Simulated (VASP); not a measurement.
# ScFe: structure and properties in VASP, part 3 of 5

What structure does ScFe take at this level, and what are its properties? The cell is invented: it takes the structure of a Materials Project entry for GaFe (space group 187 there), with some of its atoms replaced by other elements, volume scaled by an estimate. It may not be a known or stable phase.

VASP 6.6.1, plane waves and PAW; the level of theory is named at each step.

Still holding for the runs below: The cell holds one magnetic atom, so no antiferromagnetic order fits into it. The k-mesh is coarse for a metal.

So far, moment of the cell, from the last line of the log (μB): step 2 (full relaxation (vdW-DF)) 1.07; step 3 (k-mesh 10×10×7) 0.996. The relaxed cell has a = 3.234, c = 3.835 Å (conventional setting).

**4. Density, ELF and potential (vdW-DF)**

Level of this step: vdW-DF, spin-polarised from a ferromagnetic start (one magnetic atom a cell); plane waves and PAW (Fe, Sc_sv); invented cell (VASP).

A single point on the relaxed cell gives a clean self-consistent state, with density, ELF and potential written out.

Contents of INCAR:

```
SYSTEM = ScFe
PREC = Accurate
ENCUT = 400
EDIFF = 1E-06
NELM = 100
ISMEAR = 0
SIGMA = 0.05
LREAL = .FALSE.
ALGO = Normal
GGA = RE
AGGAC = 0
LUSE_VDW = .TRUE.
LASPH = .TRUE.
ISPIN = 2
MAGMOM = 3 0
LMAXMIX = 4
LORBIT = 11
LWAVE = .FALSE.
LCHARG = .TRUE.
ISIF = 2
LELF = .TRUE.
LVHAR = .TRUE.
```

Contents of POSCAR:

```
ScFe
1.0
    3.2343496747      0.0000000000      0.0000000000
   -1.6171748374      2.8010285150      0.0000000000
    0.0000000000      0.0000000000      3.8346693326
Fe Sc
1 1
Direct
    0.6666666700      0.3333333300      0.0000000000
    0.0000000000      0.0000000000      0.5000000000
```

Contents of KPOINTS:

```
Automatic mesh
0
Gamma
9 9 7
0 0 0
```

The projector-augmented-wave data sets are Fe and Sc_sv (PBE family, release 64).

Started as:

```sh
$ mpirun -np 1 vasp_std
```

What it wrote:

```text
[... set-up lines as in an earlier step ...]
 entering main loop
       N       E                     dE             d eps       ncg     rms          rms(c)
DAV:   1     0.181374121533E+03    0.18137E+03   -0.80422E+03  2896   0.118E+03
DAV:   2    -0.189663769517E+01   -0.18327E+03   -0.17791E+03  3090   0.420E+02
DAV:   3    -0.823449894979E+01   -0.63379E+01   -0.61200E+01  4213   0.958E+01
DAV:   4    -0.836881634195E+01   -0.13432E+00   -0.13345E+00  3663   0.130E+01
DAV:   5    -0.837185930800E+01   -0.30430E-02   -0.30425E-02  4231   0.177E+00    0.103E+01
DAV:   6    -0.948812607253E+01   -0.11163E+01   -0.95123E+00  3044   0.466E+01    0.153E+01
DAV:   7    -0.769331980261E+01    0.17948E+01   -0.75357E+00  4345   0.363E+01    0.398E+00
DAV:   8    -0.763673472577E+01    0.56585E-01   -0.45249E-01  4054   0.821E+00    0.124E+00
DAV:   9    -0.764570189587E+01   -0.89672E-02   -0.41821E-02  4640   0.216E+00    0.928E-01
DAV:  10    -0.764798686248E+01   -0.22850E-02   -0.12532E-02  4620   0.157E+00    0.283E-01
DAV:  11    -0.764907806512E+01   -0.10912E-02   -0.18740E-03  4282   0.429E-01    0.151E-01
DAV:  12    -0.764931112112E+01   -0.23306E-03   -0.58970E-04  4131   0.239E-01    0.539E-02
DAV:  13    -0.764932664384E+01   -0.15523E-04   -0.10654E-04  4169   0.893E-02    0.184E-02
DAV:  14    -0.764932372949E+01    0.29144E-05   -0.10263E-05  3798   0.331E-02    0.879E-03
DAV:  15    -0.764932425135E+01   -0.52186E-06   -0.14341E-06  2062   0.136E-02
   1 F= -.76493243E+01 E0= -.76490181E+01  d E =-.612275E-03  mag=     0.9979
```

Elapsed: 62 s, on 1 MPI rank of Intel Xeon Platinum 8375C at 2.90GHz (Ice Lake), shared host; peak memory 0.31 GiB.

Parts of OUTCAR (step 4):

```text
  LATTYP: Found a hexagonal cell.
 ALAT       =     3.2343496747
 C/A-ratio  =     1.1856075311

The static configuration has the point symmetry D_3h.

 Found     48 irreducible k-points:

   k-points           NKPTS =     48   k-points in BZ     NKDIM =     48   number of bands    NBANDS=     15

   ENCUT  =  400.0 eV  29.40 Ry    5.42 a.u.   5.27  5.27  6.25*2*pi/ulx,y,z

   NELECT =      19.0000    total number of electrons

 E-fermi :   4.3789

 spin component 1
 k-point     1 :       0.0000    0.0000    0.0000
  band No.  band energies     occupation
    ...
      6       1.6392      1.00000
      7       2.8165      1.00000
      8       2.8165      1.00000
      9       3.3615      1.00000
     10       3.3615      1.00000
     11       6.0867      0.00000
     12       6.5084      0.00000
     13       6.5085      0.00000
     14       8.2829      0.00000
     15       8.2829      0.00000

 k-point     2 :       0.1111   -0.0000    0.0000
  band No.  band energies     occupation
    ...
      6       1.7232      1.00000
      7       2.7346      1.00000
      8       2.8962      1.00000
      9       3.3013      1.00000
     10       3.3127      1.00000
     11       6.0289      0.00000
     12       6.5033      0.00000
     13       6.7031      0.00000
     14       7.2740      0.00000
     15       8.3064      0.00000

 k-point     3 :       0.2222   -0.0000    0.0000
  band No.  band energies     occupation
    ...
      6       1.8810      1.00000
      7       2.5711      1.00000
      8       3.1054      1.00000
      9       3.1200      1.00000
     10       3.1924      1.00000
     11       5.8509      0.00000
     12       6.4895      0.00000
     13       6.5904      0.00000
     14       7.2522      0.00000
     15       8.3626      0.00000

 k-point     4 :       0.3333    0.0000    0.0000
  band No.  band energies     occupation
    ...
      6       1.8906      1.00000
      7       2.5820      1.00000
      8       2.8735      1.00000
      9       3.0615      1.00000
     10       3.3575      1.00000
     11       5.6368      0.00000
     12       6.0957      0.00000
     13       6.6650      0.00000
     14       8.0312      0.00000
     15       8.4212      0.00000

Total vdW correction in eV:      3.4069479

  Total       -0.0691240     -0.0691240     -0.0019255      0.0000000      0.0000000      0.0000000
  in kB       -3.1879188     -3.1879177     -0.0888008      0.0000000      0.0000000      0.0000000
  external PRESSURE =      -2.1548791 kB  Pullay stress =       0.0000000 kB

  energy-cutoff  :      400.00
  volume of cell :       34.74
      direct lattice vectors                 reciprocal lattice vectors
     3.234349675  0.000000000  0.000000000     0.309181165  0.178505859  0.000000000
    -1.617174837  2.801028515  0.000000000     0.000000000  0.357011717  0.000000000
     0.000000000  0.000000000  3.834669333     0.000000000  0.000000000  0.260778678

 POSITION                                       TOTAL-FORCE (eV/Angst)
 -----------------------------------------------------------------------------------
      1.61717      0.93368      0.00000        -0.000000      0.000000      0.000000
      0.00000      0.00000      1.91733         0.000000     -0.000000      0.000000
 -----------------------------------------------------------------------------------
    total drift:                               -0.000001     -0.000001      0.000000

  FREE ENERGIE OF THE ION-ELECTRON SYSTEM (eV)
  ---------------------------------------------------
  free  energy   TOTEN  =        -7.6493242514 eV

  energy  without entropy=       -7.6487119762  energy(sigma->0) =       -7.64901811

Total vdW correction in eV:      3.4069630

 total charge
# of ion       s       p       d       tot
------------------------------------------
    1        0.453   0.264   6.370   7.088
    2        2.285   6.161   1.146   9.591
--------------------------------------------------
tot          2.738   6.425   7.516  16.679

 magnetization (x)
# of ion       s       p       d       tot
------------------------------------------
    1       -0.001  -0.036   1.623   1.585
    2       -0.021  -0.042  -0.325  -0.388
--------------------------------------------------
tot         -0.023  -0.078   1.298   1.197

[... 2 parts as in an earlier step ...]

[... 11 further parts left out ...]
```

With spin, VASP writes an ELF for each channel.

Numbers from this step:

| Quantity | Value |
| --- | --- |
| SCF cycles | 15 |
| irreducible k-points | 48 |
| free energy (TOTEN) | -7.649 eV |
| energy at zero smearing | -7.649 eV |
| Fermi energy | 4.379 eV |
| pressure | -0.2155 GPa |
| moment of the cell, from the last line of the log | 0.9979 μB |

Spin moment in the PAW sphere by atom:

```csv
atom,spin moment in the PAW sphere (μB)
Fe1,1.58
Sc2,-0.39
```

Valence electrons inside each PAW sphere by angular momentum. Sphere charges, by row:

```csv
atom,s (e),p (e),d (e),tot (e)
Fe1,0.453,0.264,6.37,7.088
Sc2,2.285,6.161,1.146,9.591
```

Spin density in the ac plane at fractional y = 0.000, with atoms of Sc within 0.2 Å of it.

Values in e/Å³, 16 rows by 14 columns, each cell a mean:
```
-0.03 -0.02 -0.02  0.00  0.02  0.04  0.06  0.07  0.06  0.04  0.01 -0.01 -0.02 -0.02
-0.03 -0.02 -0.02 -0.01  0.00  0.02  0.03  0.03  0.03  0.01  0.00 -0.01 -0.02 -0.02
-0.03 -0.02 -0.02 -0.01 -0.01  0.00  0.00  0.00  0.00  0.00 -0.01 -0.01 -0.02 -0.03
-0.03 -0.03 -0.02 -0.02 -0.01 -0.01 -0.01 -0.01 -0.01 -0.01 -0.01 -0.02 -0.02 -0.03
-0.05 -0.04 -0.03 -0.02 -0.02 -0.02 -0.02 -0.02 -0.02 -0.02 -0.02 -0.02 -0.03 -0.05
-0.10 -0.08 -0.05 -0.03 -0.02 -0.02 -0.02 -0.02 -0.02 -0.02 -0.02 -0.03 -0.05 -0.08
-0.17 -0.13 -0.08 -0.05 -0.03 -0.03 -0.03 -0.03 -0.03 -0.03 -0.03 -0.05 -0.09 -0.14
-0.22 -0.18 -0.12 -0.06 -0.04 -0.03 -0.03 -0.03 -0.03 -0.03 -0.04 -0.07 -0.13 -0.19
-0.18 -0.14 -0.09 -0.05 -0.03 -0.03 -0.03 -0.03 -0.03 -0.03 -0.03 -0.06 -0.10 -0.15
-0.11 -0.09 -0.05 -0.03 -0.03 -0.02 -0.02 -0.02 -0.02 -0.02 -0.03 -0.03 -0.06 -0.09
-0.06 -0.05 -0.03 -0.02 -0.02 -0.02 -0.02 -0.02 -0.02 -0.02 -0.02 -0.02 -0.03 -0.05
-0.04 -0.03 -0.02 -0.02 -0.02 -0.01 -0.01 -0.01 -0.01 -0.01 -0.02 -0.02 -0.02 -0.03
-0.03 -0.02 -0.02 -0.01 -0.01  0.00  0.00  0.00  0.00  0.00 -0.01 -0.02 -0.02 -0.03
-0.03 -0.02 -0.02 -0.01  0.00  0.01  0.02  0.02  0.02  0.01  0.00 -0.01 -0.02 -0.02
-0.03 -0.02 -0.02  0.00  0.01  0.04  0.05  0.06  0.05  0.03  0.01 -0.01 -0.02 -0.02
-0.03 -0.02 -0.01  0.00  0.02  0.05  0.08  0.09  0.07  0.05  0.02  0.00 -0.02 -0.02
```
Columns run along a (3.2 Å), rows up along c (3.8 Å). Atoms in or near the plane, at fractional coordinates: Sc at (0.00, 0.50).

ELF of up spins in the ac plane at fractional y = 0.000, with atoms of Sc within 0.2 Å of it. It is the smooth field of the valence electrons, not physical close to the nuclei.

Values, 16 rows by 14 columns, each cell a mean:
```
0.35 0.35 0.34 0.29 0.22 0.18 0.17 0.16 0.17 0.19 0.23 0.30 0.34 0.35
0.21 0.23 0.26 0.28 0.25 0.21 0.20 0.20 0.20 0.22 0.26 0.28 0.26 0.22
0.09 0.10 0.14 0.20 0.25 0.26 0.25 0.24 0.25 0.26 0.24 0.19 0.13 0.10
0.20 0.16 0.11 0.11 0.18 0.27 0.31 0.32 0.31 0.25 0.16 0.11 0.12 0.17
0.61 0.55 0.40 0.20 0.11 0.19 0.31 0.35 0.30 0.16 0.11 0.23 0.43 0.57
0.77 0.75 0.66 0.43 0.15 0.11 0.22 0.29 0.20 0.10 0.19 0.47 0.68 0.76
0.84 0.82 0.76 0.60 0.25 0.08 0.15 0.20 0.13 0.09 0.31 0.63 0.77 0.82
0.86 0.84 0.79 0.66 0.30 0.07 0.12 0.16 0.10 0.10 0.38 0.68 0.80 0.84
0.85 0.82 0.77 0.62 0.26 0.08 0.14 0.19 0.12 0.09 0.33 0.65 0.78 0.83
0.79 0.76 0.68 0.47 0.17 0.10 0.21 0.27 0.19 0.10 0.22 0.51 0.70 0.77
0.64 0.59 0.45 0.24 0.11 0.17 0.30 0.34 0.28 0.15 0.12 0.27 0.48 0.61
0.30 0.25 0.16 0.11 0.15 0.26 0.32 0.34 0.32 0.23 0.13 0.11 0.18 0.26
0.08 0.09 0.12 0.18 0.24 0.26 0.26 0.25 0.26 0.26 0.23 0.17 0.11 0.09
0.18 0.20 0.24 0.27 0.25 0.22 0.21 0.20 0.21 0.23 0.26 0.27 0.23 0.20
0.33 0.33 0.33 0.29 0.23 0.19 0.17 0.17 0.17 0.19 0.24 0.30 0.33 0.33
0.39 0.39 0.36 0.29 0.21 0.17 0.15 0.15 0.16 0.18 0.22 0.30 0.37 0.39
```
Columns run along a (3.2 Å), rows up along c (3.8 Å). Atoms in or near the plane, at fractional coordinates: Sc at (0.00, 0.50).

Valence density in the ac plane at fractional y = 0.000, with atoms of Sc within 0.2 Å of it. It is the smooth field of the valence electrons, not physical close to the nuclei.

Ten even steps from '0' (0 e/Å³) to '9' (10 e/Å³):
```
00000000000000000
00000000000000000
00000000000000000
00000000000000000
00000000000000000
11000000000000001
32100000000000012
65310000000000135
87521000000001257
98631000000001368
87521000000001257
65310000000000135
32100000000000012
11000000000000001
00000000000000000
00000000000000000
00000000000000000
00000000000000000
00000000000000000
00000000000000000
```
Columns run along a (3.2 Å), rows up along c (3.8 Å). Atoms in or near the plane, at fractional coordinates: Sc at (0.00, 0.50).

In this run the pressure is -0.22 GPa, small enough to go on.

(Part 3 of 5 ends here.)

[Lines on the potential files, build, host, timing and source positions are cut from VASP's logs without a mark.]

[Logs are printed without paths, hosts, clocks, repeated set-up lines and the standing remarks that a program may print on its own settings, such as how far it seeks lower states.]

[Hosts, paths, dates, database ids (printed as entryN), source tags and the programs' standing remarks are cut or masked in the printed files.]

[A measured line is paired with the nearest computed mode of its activity, which favours agreement.]
